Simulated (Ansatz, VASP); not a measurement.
# ScCu in two plane-wave programs, part 2 of 2

Aim: how closely do two programs agree when they are given the same cell, functional and k mesh? Of the first pair: The two relaxations start from unlike cells of this crystal (the structure described is Ansatz's start), so only their ends are compared.

VASP 6.6.1 and Ansatz 0.2.0.

So far: The structure; Ansatz: relaxation of cell and atoms, PBEsol; VASP: relaxation of cell and atoms, PBEsol; Side by side.

### Step 5. Ansatz: zone-centre phonons, PBEsol

Level of this step: Ansatz beside VASP: Kohn-Sham DFT, plane waves, PBEsol (Ansatz).

Second derivatives magnify differences that forces hide, and they need a tight electronic threshold.

The cell is taken from a series of runs on this material, whose earlier steps may have relaxed, scaled, displaced or heated it; both programs get it as it stands.

input.yaml

```yaml
crystal:
  lattice:
    - [3.2108082147, 0.0, 0.0]
    - [0.0, 3.2108082147, 0.0]
    - [0.0, 0.0, 3.2108082147]
  atoms:
    - { symbol: Sc, position: [0.5, 0.5, 0.5] }
    - { symbol: Cu, position: [0.0, 0.0, 0.0] }
kpoints:
  mp_grid: { grid: [16, 16, 16] }
hamiltonian:
  xc: pbesol
  pseudopotentials: { kind: paw, azcp: { folder: soft_1 }, xc_functional: pbe }
scf:
  occupations: { method: fermi_dirac, width: 0.1 }
output:
  eigenvalues: true
phonons:
  method: dfpt
  qpoints:
    - [0, 0, 0]
    - [0.0, 0.0625, 0.0]
    - [0.0, 0.1875, 0.0]
    - [0.0, 0.3125, 0.0]
    - [0.0, 0.4375, 0.0]
```

Started as:

```bash
> ansatz run input.yaml --threads 4 --pin off --max-ram 12288MiB --backend cpu --events-out ev --progress --plain --runs-dir out
```

Numbers of over 12 decimals in the logs are rounded to 6 here.

The log of the run:

```text
[...]
Crystal: 2 atoms, lattice volume = 33.101 Å³
Basis set: ecut = 420 eV, 619 PW (Γ), exchange–correlation on 48×48×48 points (8 copies of the dense FFT grid, shifted against one another)
Bands: 19, of which v1, the nominal top of the filled ones, is band 15 counted from 1 (14 counted from 0)
Symmetry: 48 space group operations
k-points: 165 of 4096
[...]
q = [0, 0, 0] (of the zone-centre solve; hermiticity 1.21e-6, symmetrization 4.95e-12): 0.00 0.00 0.00 193.66 193.66 193.66
  q = [0, 0.0625, 0] (4 solved perturbations in 4032 linear systems a pass and spin channel, the states on 1296 of 4096 k-point pairs; hermiticity 8.69e-7, symmetrization 2.53e-12): 20.31 20.31 32.73 193.01 193.01 194.63
[...]
sum rule: each row above includes the acoustic sum rule's correction from the zone centre's row sums; it moved no ω² by more than (1.59 cm⁻¹)²
[key lines of the parts left out:]
SCF converged after 13 iterations
Free energy (F): -8700.714796 eV
Fermi energy:    12.879703 eV
```

### Step 6. VASP: zone-centre phonons, PBEsol

The same cell, functional, mesh and smearing now go to VASP, with its own data sets.

INCAR

```
SYSTEM = ScCu
PREC = Accurate
ENCUT = 600
EDIFF = 1E-08
NELM = 120
ISMEAR = -1
SIGMA = 0.1
LREAL = .FALSE.
ALGO = Normal
GGA = PS
NBANDS = 17
LASPH = .TRUE.
LORBIT = 11
LWAVE = .FALSE.
LCHARG = .FALSE.
ISIF = 2
IBRION = 8
GGA_COMPAT = .FALSE.
KPAR = 2
```

POSCAR

```
ScCu
1.0
    3.2108082147      0.0000000000      0.0000000000
    0.0000000000      3.2108082147      0.0000000000
    0.0000000000      0.0000000000      3.2108082147
Sc Cu
1 1
Direct
    0.5000000000      0.5000000000      0.5000000000
    0.0000000000      0.0000000000      0.0000000000
```

KPOINTS

```
Automatic mesh
0
Gamma
16 16 16
0 0 0
```

Potentials, in the order of the species: Sc_sv and Cu (PBE family, release 64).

Started as:

```bash
> mpirun -np 2 vasp_std
```

The log of the run:

```text
[banner, memory and clock lines left out]
running    2 mpi-ranks, on    1 nodes
[...]
[... a notice as in an earlier step ...]

 LDA part: xc-table for (Slater+PW92), standard interpolation
 POSCAR, INCAR and KPOINTS ok, starting setup
[...]
entering main loop
       N       E                     dE             d eps       ncg     rms          rms(c)
DAV:   1     0.220712639327E+03    0.22071E+03   -0.12197E+04  5738   0.197E+03
DAV:   2    -0.446806047956E+01   -0.22518E+03   -0.22050E+03  5650   0.438E+02
DAV:   3    -0.135914006022E+02   -0.91233E+01   -0.89794E+01  7932   0.124E+02
DAV:   4    -0.137283718158E+02   -0.13697E+00   -0.13668E+00  7925   0.142E+01
[...]
DAV:  13    -0.114628603242E+02    0.66789E-05   -0.31767E-05  9050   0.116E-01    0.721E-04
DAV:  14    -0.114628605331E+02   -0.20894E-06   -0.10298E-06  6191   0.951E-03    0.935E-04
DAV:  15    -0.114628605279E+02    0.52305E-08   -0.18036E-08  4082   0.225E-03
   1 F= -.11462861E+02 E0= -.11439125E+02  d E =-.474720E-01
[...]
RMM:  16    -0.752398410173E+00   -0.32857E-07   -0.44669E-10 25158   0.224E-04    0.682E-07
RMM:  17    -0.752398423322E+00   -0.13149E-07   -0.88293E-11 23271   0.214E-04    0.395E-07
RMM:  18    -0.752398437729E+00   -0.14406E-07   -0.24964E-10 22037   0.207E-04    0.859E-08
 first order change of Fermi-energy  -0.23955E-04
 force on displaced ion       1 direction 1 :  -3.667  -0.000   0.000
 Linear response progress:
  Degree of freedom:   2/  2
       N       E                     dE             d eps       ncg     rms          rms(c)
RMM:   1    -0.239154155727E+00   -0.23915E+00   -0.13816E-01 24670   0.597E+00
RMM:   2    -0.239314060241E+00   -0.15990E-03   -0.54202E-03 20125   0.780E-01    0.149E-01
RMM:   3    -0.239285170880E+00    0.28889E-04   -0.53122E-04 20465   0.206E-01    0.916E-02
RMM:   4    -0.239707298948E+00   -0.42213E-03   -0.65704E-04 20484   0.183E-01    0.176E-02
[...]
RMM:  15    -0.239635889575E+00    0.19674E-07   -0.16844E-08 23700   0.155E-04    0.126E-06
RMM:  16    -0.239635867674E+00    0.21901E-07   -0.16847E-08 21230   0.149E-04    0.397E-07
RMM:  17    -0.239635868516E+00   -0.84149E-09   -0.16851E-08 19273   0.148E-04    0.444E-07
 first order change of Fermi-energy   0.15187E-03
 force on displaced ion       2 direction 1 :  -3.726   0.000  -0.000
 Linear response finished
```

OUTCAR, selected parts (step 6):

```text
  Total        0.0849947      0.0849947      0.0849947      0.0000000     -0.0000000      0.0000000
  in kB        4.1139552      4.1139552      4.1139552      0.0000000     -0.0000000      0.0000000
  external PRESSURE =       4.1139552 kB  Pullay stress =       0.0000000 kB

 POSITION                                       TOTAL-FORCE (eV/Angst)
 -----------------------------------------------------------------------------------
      1.60540      1.60540      1.60540         0.000000      0.000000      0.000000
      0.00000      0.00000      0.00000         0.000000      0.000000      0.000000
 -----------------------------------------------------------------------------------
    total drift:                               -0.000000      0.000000      0.000000

[... 2 further parts left out ...]
```

### Step 7. Comparison

What differs besides the data sets and the points named for the pairs above, as far as they apply: the data sets hold 30 valence electrons in Ansatz (on its PAW soft_1 files) and 22 in VASP. Total energies have different zeros and are not compared.

Compared:

```
                  quantity  Ansatz   VASP  difference
optical mode 1 to 3 (cm⁻¹)   193.7  195.3     -0.82 %
```

Modes are paired by rising frequency, not by their patterns, so a pair may set unlike modes beside each other; they are those without the splitting of longitudinal modes.

### Step 8. Outcome

```yaml
difference_in_volume_relaxation_of_cell_and_atoms_pbesol: -0.45 %
r_m_s_difference_of_the_optical_zone_centre_modes_each_program_s_sorted_by_frequency_zone_centre_phonons_pbesol: 1.6 cm⁻¹
difference_in_optical_mode_1_to_3_zone_centre_phonons_pbesol: -0.8 %
```

In words: The difference in volume is -0.45 % (relaxation of cell and atoms, PBEsol), within the 1.2 % picked in this series as the mark of a large difference, as far as the stopping tolerances let one tell. The data sets hold unlike numbers of valence electrons (30 in Ansatz and 22 in VASP), so part of the differences comes from the potentials. Among the rows given in per cent, the largest difference of the zone-centre phonons, PBEsol pair is in optical mode 1 to 3, -0.8 %. Such differences can come from data sets, numerical settings and the points named under the comparisons, not from the functional's error against experiment.

[Lines on the potential files, build, host, timing and source positions are cut from VASP's logs without a mark.]

[Logs are printed without paths, hosts, clocks, repeated set-up lines and the standing remarks that a program may print on its own settings, such as how far it seeks lower states.]

[Hosts, paths, dates, database ids (printed as entryN), source tags and the programs' standing remarks are cut or masked in the printed files.]
